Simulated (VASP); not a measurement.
Input:

```xyz
2
Lattice="1.4993 -2.5968 0.0000 1.4993 2.5968 0.0000 0.0000 0.0000 5.5360" Properties=species:S:1:pos:R:3 pbc="T T T"
Cd     1.4993     0.8656     1.3840
Cd     1.4993    -0.8656     4.1520
```

Calculation: PBE GGA with D4 dispersion, VASP's PBE PAW potentials (set 64) (plane waves; VASP). Settings: 520 eV cut-off, Gaussian smearing of 0.050 eV, potentials Cd.

Task: Predict the band gap (along the path) with the smallest direct gap where there is one.

Result: 
- band gap (along the path): none (metal, semimetal or under 0.01 eV)

Total energies compare only between runs with the same potentials, cut-off and functional.

The compound is Cd in the hcp structure. It was relaxed first.
